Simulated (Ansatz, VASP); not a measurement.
**Cross-check of WSe2 between VASP and Ansatz**

Aim: how closely do two programs agree when they are given the same cell, functional and k mesh? The cell is taken from a series of runs on this material, whose earlier steps may have relaxed, scaled, displaced or heated it; both programs get it as it stands.

Main program and level: Ansatz 0.2.0; plane waves, with VASP 6.6.1 beside it; single point at PBE.

## (1) Starting point

It takes space group P6_3/mmc (No. 194, hexagonal). The conventional cell has a = 3.279 Å, b = 3.279 Å, c = 12.789 Å, α = 90.00°, β = 90.00°, γ = 120.00°. Nearest to W lie 6 Se at 2.53 Å. Se has 3 W at 2.53 Å nearest. Farther neighbours and most contacts between anions are not listed.

Structure file:

```cif
data_structure
_symmetry_space_group_name_H-M 'P 1'
_symmetry_Int_Tables_number 1
_cell_length_a 3.2790
_cell_length_b 3.2790
_cell_length_c 12.7885
_cell_angle_alpha 90.000
_cell_angle_beta 90.000
_cell_angle_gamma 120.000
_cell_volume 119.08
loop_
_atom_site_label
_atom_site_type_symbol
_atom_site_fract_x
_atom_site_fract_y
_atom_site_fract_z
_atom_site_occupancy
W1 W 0.33333 0.66667 0.25000 1
W2 W 0.66667 0.33333 0.75000 1
Se3 Se 0.33333 0.66667 0.61829 1
Se4 Se 0.66667 0.33333 0.11829 1
Se5 Se 0.33333 0.66667 0.88171 1
Se6 Se 0.66667 0.33333 0.38171 1
```

## (2) VASP: single point, PBE

A single point gives forces, pressure and levels at one fixed geometry, so differences don't come from the geometry; what else differs is listed under the comparison.

Lines of VASP's logs that name or quote its potential files are left out, and so is its time.

The input, INCAR:

```
SYSTEM = WSe2
PREC = Accurate
ENCUT = 600
EDIFF = 1E-06
NELM = 120
ISMEAR = -1
SIGMA = 0.02
LREAL = .FALSE.
ALGO = Normal
GGA = PE
NBANDS = 24
LASPH = .TRUE.
LORBIT = 11
LWAVE = .FALSE.
LCHARG = .FALSE.
ISIF = 2
GGA_COMPAT = .FALSE.
EFERMI = MIDGAP
KPAR = 2
```

The input, POSCAR:

```
WSe2
1.0
    3.2790161212      0.0000000000      0.0000000000
   -1.6395080606      2.8397112604      0.0000000000
    0.0000000000      0.0000000000     12.7885090968
W Se
2 4
Direct
    0.3333333334      0.6666666668      0.2500000000
    0.6666666668      0.3333333334      0.7500000000
    0.3333333334      0.6666666668      0.6182884982
    0.6666666668      0.3333333334      0.1182884982
    0.3333333334      0.6666666668      0.8817115018
    0.6666666668      0.3333333334      0.3817115018
```

The input, KPOINTS:

```
Automatic mesh
0
Gamma
12 12 2
0 0 0
```

PAW data sets: W and Se (PBE family, release 64).

On the command line:

```console
mpirun -np 2 vasp_std
```

Numbers of over 12 decimals in the logs are rounded to 6 here.

The program printed:

```text
[banner, memory and clock lines left out]
running    2 mpi-ranks, on    1 nodes
 distrk:  each k-point on    1 cores,    2 groups
 distr:  one band on    1 cores,    1 groups

 POSCAR found type information on POSCAR W Se
 POSCAR found :  2 types and       6 ions
 LDA part: xc-table for (Slater+PW92), standard interpolation
 POSCAR, INCAR and KPOINTS ok, starting setup
 FFT: planning ... GRIDC
 FFT: planning ... GRID_SOFT
 FFT: planning ... GRID
 WAVECAR not read
 entering main loop
       N       E                     dE             d eps       ncg     rms          rms(c)
DAV:   1     0.206592505943E+03    0.20659E+03   -0.17134E+04  1824   0.148E+03
DAV:   2    -0.276247985751E+02   -0.23422E+03   -0.22550E+03  2456   0.288E+02
DAV:   3    -0.448552319661E+02   -0.17230E+02   -0.17088E+02  2440   0.723E+01
DAV:   4    -0.451980441599E+02   -0.34281E+00   -0.34186E+00  2480   0.111E+01
DAV:   5    -0.452046252532E+02   -0.65811E-02   -0.65757E-02  2536   0.138E+00    0.310E+01
DAV:   6    -0.436398254657E+02    0.15648E+01   -0.80279E+00  2664   0.137E+01    0.121E+01
DAV:   7    -0.433885657753E+02    0.25126E+00   -0.43014E+00  2440   0.106E+01    0.775E+00
DAV:   8    -0.431985768227E+02    0.18999E+00   -0.62668E-01  2536   0.480E+00    0.645E-01
DAV:   9    -0.431979070424E+02    0.66978E-03   -0.60217E-02  2456   0.132E+00    0.393E-01
DAV:  10    -0.431972486961E+02    0.65835E-03   -0.61860E-03  2448   0.450E-01    0.211E-01
DAV:  11    -0.431972624344E+02   -0.13738E-04   -0.80581E-04  2320   0.150E-01    0.136E-01
DAV:  12    -0.431972913225E+02   -0.28888E-04   -0.28938E-04  2536   0.964E-02    0.341E-02
DAV:  13    -0.431972958772E+02   -0.45548E-05   -0.17295E-05  2408   0.250E-02    0.742E-03
DAV:  14    -0.431972961896E+02   -0.31240E-06   -0.19033E-06  1776   0.781E-03
   1 F= -.43197296E+02 E0= -.43197296E+02  d E =-.400603E-11
```

Parts of OUTCAR (step 2):

```text
ion  position               nearest neighbor table
   1  0.333  0.667  0.250-   4 2.53   6 2.53   4 2.53   6 2.53   4 2.53   6 2.53
   2  0.667  0.333  0.750-   3 2.53   5 2.53   3 2.53   5 2.53   3 2.53   5 2.53
   3  0.333  0.667  0.618-   2 2.53   2 2.53   2 2.53
   4  0.667  0.333  0.118-   1 2.53   1 2.53   1 2.53
   5  0.333  0.667  0.882-   2 2.53   2 2.53   2 2.53
   6  0.667  0.333  0.382-   1 2.53   1 2.53   1 2.53

  LATTYP: Found a hexagonal cell.
 ALAT       =     3.2790161212
 C/A-ratio  =     3.9001055878

 Subroutine GETGRP returns: Found 24 space group operations
 (whereof 12 operations were pure point group operations)

The static configuration has the point symmetry D_3d.
 The point group associated with its full space group is D_6h.

 Found     38 irreducible k-points:

   k-points           NKPTS =     38   k-points in BZ     NKDIM =     38   number of bands    NBANDS=     24

   dimension x,y,z NGX =    28 NGY =   28 NGZ =  108
   dimension x,y,z NGXF=    56 NGYF=   56 NGZF=  216

   ENCUT  =  600.0 eV  44.10 Ry    6.64 a.u.   6.55  6.55 25.54*2*pi/ulx,y,z

   NELECT =      36.0000    total number of electrons

 k-points in reciprocal lattice and weights: Automatic mesh
   0.00000000  0.00000000  0.00000000       0.003
   0.08333333 -0.00000000  0.00000000       0.021
   0.16666667 -0.00000000  0.00000000       0.021
   0.25000000 -0.00000000  0.00000000       0.021
   0.33333333 -0.00000000  0.00000000       0.021
   0.41666667 -0.00000000  0.00000000       0.021
   0.50000000 -0.00000000  0.00000000       0.010
   0.08333333  0.08333333  0.00000000       0.021
   0.16666667  0.08333333  0.00000000       0.042
[...]
0.33333333  0.25000000  0.50000000       0.042
   0.33333333  0.33333333  0.50000000       0.007

 average (electrostatic) potential at core
       1 -40.4952       2 -40.4952       3 -53.0548       4 -53.0548       5 -53.0548
       6 -53.0548

 E-fermi :   5.9821

 k-point     1 :       0.0000    0.0000    0.0000
  band No.  band energies     occupation
    ...
     14       4.0874      2.00000
     15       4.0874      2.00000
     16       4.3386      2.00000
     17       4.6031      2.00000
     18       5.5327      2.00000
     19       8.1789      0.00000
     20       8.1790      0.00000
     21       8.2286      0.00000
     22       8.2287      0.00000
     23       8.2466      0.00000
    ...

 k-point     2 :       0.0833   -0.0000    0.0000
  band No.  band energies     occupation
    ...
     14       3.9111      2.00000
     15       4.0130      2.00000
     16       4.3693      2.00000
     17       4.7524      2.00000
     18       5.3489      2.00000
     19       7.9449      0.00000
     20       7.9932      0.00000
     21       8.0351      0.00000
     22       8.0738      0.00000
     23       8.0795      0.00000
    ...

 k-point     3 :       0.1667   -0.0000    0.0000
  band No.  band energies     occupation
    ...
     14       3.4974      2.00000
     15       3.7015      2.00000
     16       4.3846      2.00000
     17       4.5278      2.00000
     18       4.8297      2.00000
     19       7.1698      0.00000
     20       7.7198      0.00000
     21       7.7471      0.00000
     22       7.8522      0.00000
     23       8.0780      0.00000
    ...

  Total        2.6061733      2.6061733      2.6916719      0.0000000      0.0000000      0.0000000
  in kB       35.0651914     35.0651914     36.2155466      0.0000000      0.0000000      0.0000000
  external PRESSURE =      35.4486431 kB  Pullay stress =       0.0000000 kB

  energy-cutoff  :      600.00
  volume of cell :      119.08
      direct lattice vectors                 reciprocal lattice vectors
     3.279016121  0.000000000  0.000000000     0.304969528  0.176074239  0.000000000
    -1.639508061  2.839711260  0.000000000     0.000000000  0.352148479  0.000000000
     0.000000000  0.000000000 12.788509097     0.000000000  0.000000000  0.078195198

 POSITION                                       TOTAL-FORCE (eV/Angst)
 -----------------------------------------------------------------------------------
      0.00000      1.89314      3.19713        -0.000000      0.000000     -0.000000
      1.63951      0.94657      9.59138        -0.000000     -0.000000     -0.000000
      0.00000      1.89314      7.90699        -0.000000     -0.000000      0.049077
      1.63951      0.94657      1.51273         0.000000     -0.000000      0.049077
      0.00000      1.89314     11.27578        -0.000000      0.000000     -0.049077
      1.63951      0.94657      4.88152         0.000000     -0.000000     -0.049077
 -----------------------------------------------------------------------------------
    total drift:                               -0.000000     -0.000000      0.000000

  FREE ENERGIE OF THE ION-ELECTRON SYSTEM (eV)
  ---------------------------------------------------
  free  energy   TOTEN  =       -43.1972961896 eV

  energy  without entropy=      -43.1972961896  energy(sigma->0) =      -43.19729619

 total charge
# of ion       s       p       d       tot
------------------------------------------
    1        0.538   0.622   4.182   5.342
    2        0.538   0.622   4.182   5.342
    3        1.478   2.349   0.071   3.898
    4        1.478   2.349   0.071   3.898
    5        1.478   2.349   0.071   3.898
    6        1.478   2.349   0.071   3.898
--------------------------------------------------
tot          6.987  10.642   8.647  26.276

[... 3 further parts left out ...]
```

The run ends at a pressure of 3.54 GPa, with forces up to 0.049 eV/Å.

## (3) Ansatz: single point, PBE

Ansatz runs on its default PAW (the set named soft_2) files.

The same cell, functional, mesh and smearing now go to Ansatz, which takes its cutoff from its data sets.

The input, input.yaml:

```yaml
crystal:
  lattice:
    - [3.2790161212, 0.0, 0.0]
    - [-1.6395080606, 2.8397112604, 0.0]
    - [0.0, 0.0, 12.7885090968]
  atoms:
    - { symbol: W, position: [0.3333333333, 0.6666666667, 0.25] }
    - { symbol: W, position: [0.6666666667, 0.3333333333, 0.75] }
    - { symbol: Se, position: [0.3333333333, 0.6666666667, 0.6182884982] }
    - { symbol: Se, position: [0.6666666667, 0.3333333333, 0.1182884982] }
    - { symbol: Se, position: [0.3333333333, 0.6666666667, 0.8817115018] }
    - { symbol: Se, position: [0.6666666667, 0.3333333333, 0.3817115018] }
kpoints:
  mp_grid: { grid: [12, 12, 2] }
  band_path:
    path:
      - [[0.0, 0.0, 0.0], [0.5, 0.0, 0.0], [0.33333333, 0.33333333, 0.0], [0.0, 0.0, 0.0], [0.0, 0.0, 0.5], [0.5, 0.0, 0.5], [0.33333333, 0.33333333, 0.5], [0.0, 0.0, 0.5]]
      - [[0.5, 0.0, 0.5], [0.5, 0.0, 0.0]]
      - [[0.33333333, 0.33333333, 0.5], [0.33333333, 0.33333333, 0.0]]
    npoints: 10
hamiltonian:
  xc: pbe
scf:
  occupations: { method: fermi_dirac, width: 0.02 }
  n_extra_bands: 6
output:
  eigenvalues: true
  forces: true
  stress: true
```

On the command line:

```console
ansatz run input.yaml --threads 3 --pin off --max-ram 92160MiB --backend cuda --events-out ev --progress --plain --runs-dir out --devices 1 --max-vram 13GiB
```

The program printed:

```text
scf.n_extra_bands = 6 over 46 filled bands (N_el = 92.0): the run solves 52 bands
GPUs: using 1 of 1 available (devices: 1).
Engine: ansatz 0.2.0, x86_64-unknown-linux-gnu
Pseudopotentials: kind: paw
Pseudopotential: W, paw, valence charge 14, recommended cutoff 420 eV (normal), W.paw.azcp
Pseudopotential: Se, paw, valence charge 16, recommended cutoff 420 eV (normal), Se.paw.azcp
Functional definition: PBE
  parameter kappa = 0.804
  parameter beta = 0.066725
  exchange = pbe_x(kappa = kappa, mu = beta*pi^2/3)
  correlation = pbe_c(beta = beta)
device memory: the entry about to start is reckoned to put 4.0 GiB on a device that reports 48.3 GiB free (of which the cap on the GPU budget leaves the run 13.0 GiB)
GPU FFT provider: cuFFT
GPU libraries: cuBLAS 13.8.2, cuFFT 12.4.0, cuSOLVER 12.3.4
Crystal: 6 atoms, lattice volume = 119.080 Å³
Basis set: ecut = 420 eV, 2347 PW (Γ), exchange–correlation on 48×48×180 points (8 copies of the dense FFT grid, shifted against one another)
Bands: 52, of which v1, the nominal top of the filled ones, is band 46 counted from 1 (45 counted from 0)
Symmetry: 24 space group operations
Space group: P63/mmc (ITA 194), of the structure as read, at distance tolerance 4.9e-5 Å
k-points: 38 of 288
Non-local potential: W, projectors of the file, l = 0: 3, l = 1: 2, l = 2: 2, l = 3: 1
Non-local potential: Se, projectors of the file, l = 0: 2, l = 1: 2, l = 2: 3, l = 3: 1
PAW form: soft (Blöchl's): semilocal exchange-correlation on the pseudo side does not see the compensation charge
PAW one-centre angular grid: W, 590 points (default); XC on 64 Gauss nodes
PAW one-centre angular grid: Se, 590 points (default); XC on 64 Gauss nodes
Initial density: superposition of atomic densities (neutral atoms: chi_scale 0, normalization atom), corrected by the library's trained network
Initial wavefunctions: pseudopotential atomic-orbital guess
GPU buffer pool allocated for 51840 grid points (all kernels)
GPU transforms: local potential and band sums: pruned to the plane-wave sphere, on 24×24×90
Functional: x = pbe(κ = 0.804, μ = 0.219515), c = pbe(β = 0.066725)
SCF iter   1: F=—  HF=-42649.144861 eV  |F-HF|=—  |Δ(HF+E_count)|=         —  Δρ=4.41e-3  dr2=7.78e-3  ethr=1.77e-3  ⟨swp⟩=6.0  Hψ=6893  notcnv=0
preconditioner: auto → Resta (q_TF=auto, 2.613 Å⁻¹)  ε∞=7.5  [insulator: Δε(μ)=0.893 eV  Ē_g=8.006 eV  σ=0.020 eV  W_gap=1.00  n_scr=40 (ndim 8)  ℏωp=20.4 eV  f_vac=0.036  D(μ)=0.00/eV (n_scr^D=0)  ε∞_Penn≈7.5]
SCF iter   2: F=—  HF=-42649.153304 eV  |F-HF|=—  |Δ(HF+E_count)|=   8.44e-3  Δρ=2.56e-3  dr2=1.94e-3  ethr=8.45e-6  ⟨swp⟩=2.0  Hψ=3303  notcnv=0  defer=19
SCF iter   3: F=—  HF=-42649.157611 eV  |F-HF|=—  |Δ(HF+E_count)|=   4.31e-3  Δρ=6.59e-4  dr2=8.26e-4  ethr=2.11e-6  ⟨swp⟩=2.2  Hψ=3099  notcnv=0  defer=19
SCF iter   4: F=—  HF=-42649.157767 eV  |F-HF|=—  |Δ(HF+E_count)|=   1.56e-4  Δρ=8.39e-5  dr2=4.84e-6  ethr=8.97e-7  ⟨swp⟩=2.7  Hψ=3393  notcnv=0  defer=19
SCF iter   5: F=—  HF=-42649.157804 eV  |F-HF|=—  |Δ(HF+E_count)|=   3.70e-5  Δρ=3.17e-5  dr2=9.49e-7  ethr=5.26e-9  ⟨swp⟩=2.0  Hψ=2932  notcnv=0  defer=19
SCF iter   6: F=-42649.157806 eV  HF=-42649.157806 eV  |F-HF|=4.12e-8  |Δ(HF+E_count)|=   1.57e-6  Δρ=5.89e-6  dr2=5.92e-8  ethr=1.09e-10  ⟨swp⟩=5.1  Hψ=8600  notcnv=0
SCF 1 converged in 6 iterations: F = -42649.157806 eV  dr2 = 5.92e-8
  greatest PAW one-centre occupation: 1.000 electrons in one spin orbital (limit 2), on the Se atom at site 5 (counted from 0), in its partial waves of l = 2
device memory: the entry about to start is reckoned to put 2.7 GiB on a device that reports 46.6 GiB free (of which the cap on the GPU budget leaves the run 13.0 GiB)
NSCF: frozen V_eff on 93 k-points
SCF converged after 6 iterations
Free energy (F): -42649.157806 eV
Harris-Foulkes:  -42649.157806 eV  (|F-HF|=4.12e-8)
Internal energy: -42649.157806 eV  (E = F + TS)
E sigma→0 (E₀):  -42649.157806 eV
Fermi energy:    13.778671 eV
--- Per-component energies (eV) ---
  E_band       = -1648.999966
  E_kinetic    = 1379.900803
  E_local      = -11077.795534  (includes V_loc(G=0)·N_el)
  E_nonlocal   = -2379.681215
  E_hartree    = 5339.340259
  E_xc         = -953.508267
  E_vxc        = -874.203866  (∫ρ·V_xc dr)
  E_paw        = -24771.120930  (= ΣΔE_a)
  E_vpaw       = 624.086827  (= ΣTr[D̂ρ^β])
  E_aug_tail   = -0.002511  (compensation charges beyond the density's cutoff)
  E_ewald      = -10186.290411
  E_smearing   = -0.000000  (= −TS)
  E_closure    = -0.000000  (closes the sum)
  Σ components = -42649.157806   (vs F -42649.157806, Δ=0.00e0)
--- Forces (eV/Å), atoms counted from 1 ---
  atom   1  W      0.00000000     0.00000000    -0.00000000
  atom   2  W      0.00000000    -0.00000000     0.00000000
  atom   3  Se    -0.00000000     0.00000000     0.00781107
  atom   4  Se    -0.00000000    -0.00000000     0.00781107
  atom   5  Se    -0.00000000     0.00000000    -0.00781107
  atom   6  Se    -0.00000000    -0.00000000    -0.00781107
  max |Σ_I F_I| component: 1.04e-17 eV/Å
--- Stress (GPa, compression-positive) ---
        3.921417       0.000000       0.000000
       -0.000000       3.921417       0.000000
        0.000000       0.000000       4.033180
  P = ⅓ Tr σ = 3.9587 GPa (39.587 kbar)
--- Band table (eV; the first three rows and the last of 38) ---
  k-point 0: bands = [... 42 lower, 11.8954, 12.1533, 12.3888, 13.3491, 15.9819, 15.9819, 16.0297, 16.0297, ... 2 higher]
  k-point 1: bands = [... 42 lower, 11.8600, 11.8600, 13.1445, 13.1445, 15.9811, 15.9811, 15.9811, 15.9811, ... 2 higher]
  k-point 2: bands = [... 42 lower, 11.8186, 12.1842, 12.5409, 13.1640, 15.7488, 15.7990, 15.8427, 15.8761, ... 2 higher]
  k-point 37: bands = [... 42 lower, 10.5515, 10.5515, 12.9876, 12.9876, 14.7260, 14.7260, 15.6993, 15.6993, ... 2 higher]
```

The column dr2 measures how far the density is from self-consistency, as an energy; F and HF (Harris–Foulkes) agree once it is small.

## (4) Comparison

Known differences besides the potentials themselves: the data sets hold 92 valence electrons in Ansatz (on its default PAW (the set named soft_2) files) and 36 in VASP; the cutoff is 420 eV in Ansatz and 600 eV in VASP. Total energies have different zeros and are not compared.

Compared:

```
              quantity  Ansatz   VASP  difference
        pressure (GPa)    3.96   3.54       +0.41
gap on the k mesh (eV)   0.895  0.899      -0.004
```

Forces (eV/Å; atoms numbered as in POSCAR):

```
atom        Ansatz x, y, z          VASP x, y, z
  W1   0.000, 0.000, 0.000   0.000, 0.000, 0.000
  W2   0.000, 0.000, 0.000   0.000, 0.000, 0.000
 Se3   0.000, 0.000, 0.008   0.000, 0.000, 0.049
 Se4   0.000, 0.000, 0.008   0.000, 0.000, 0.049
 Se5  0.000, 0.000, -0.008  0.000, 0.000, -0.049
 Se6  0.000, 0.000, -0.008  0.000, 0.000, -0.049
```

The forces differ by 19 meV/Å r.m.s., where the r.m.s. force is 0.004 eV/Å in Ansatz and 0.023 eV/Å in VASP: the atoms lie near their places of rest in Ansatz, so a percentage would say little (all taken over all components). A gap on the mesh is an upper bound, since the band edges may lie between its points; neither run holds spin-orbit coupling, which can move the band edges of a compound of W.

## (5) What the set-up changes

Further runs change the set-up of one program: Ansatz's method, potentials or start, or VASP's data sets, cutoff or form of LDA. The table gives Ansatz less VASP for each quantity, since a change that brings one quantity closer may part another.

```
                                                          run  r.m.s. force difference (meV/Å)  pressure (GPa)  gap on the k mesh (eV)
                                                     as above                               19            0.41                 -0.0036
VASP with the data sets W and Se_sv_GW and a cutoff of 620 eV                               32             2.1                 -0.0091
```

## (6) What came out

| Item | Value |
| --- | --- |
| r.m.s. force difference (single point, PBE) | 19 meV/Å |

In words: The r.m.s. force difference is 19 meV/Å (single point, PBE), beyond the 12 meV/Å picked in this series as the mark of a large difference. The data sets hold unlike numbers of valence electrons (92 in Ansatz and 36 in VASP), so part of the differences comes from the potentials. Single point, PBE, VASP with the data sets W and Se_sv_GW and a cutoff of 620 eV: r.m.s. force difference goes from 19 to 32 meV/Å; the difference in pressure goes from 0.41 to 2.1 GPa; the difference in gap on the k mesh goes from -0.0036 to -0.0091 eV. Such differences can come from data sets, numerical settings and the points named under the comparisons, not from the functional's error against experiment.

[Lines on the potential files, build, host, timing and source positions are cut from VASP's logs without a mark.]

[Logs are printed without paths, hosts, clocks, repeated set-up lines and the standing remarks that a program may print on its own settings, such as how far it seeks lower states.]

[Hosts, paths, dates, database ids (printed as entryN), source tags and the programs' standing remarks are cut or masked in the printed files.]
